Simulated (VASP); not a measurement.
Crystal: TiO2.

```
Ti O
1.0
     4.59984    0.00000    0.00000
     0.00000    4.59984    0.00000
     0.00000    0.00000    2.95921
Ti O
2 4
Direct
  0.00000 0.00000 0.50000
  0.50000 0.50000 0.00000
  0.30432 0.30432 0.50000
  0.19568 0.80432 0.00000
  0.80432 0.19568 0.00000
  0.69568 0.69568 0.50000
```

The cell is a database's computed one.

Base run:

- Program: VASP 6.6.1
- Functional: TB-mBJ
- Potentials or basis: VASP PAW PBE potentials, release 64 (Ti_sv, O)
- Cutoff: 520 eV
- k mesh: 6 × 6 × 8
- Occupations: gaussian, width 0.02 eV
- Spin: no spin polarisation

Its results: band gap on the k mesh 2.71 eV, indirect (least direct gap 2.72 eV).

Problem. The run is repeated on the same cell with these changes: functional from TB-mBJ to r2SCAN. What comes out?

Solution. Band gap on the k mesh 2.21 eV, direct.
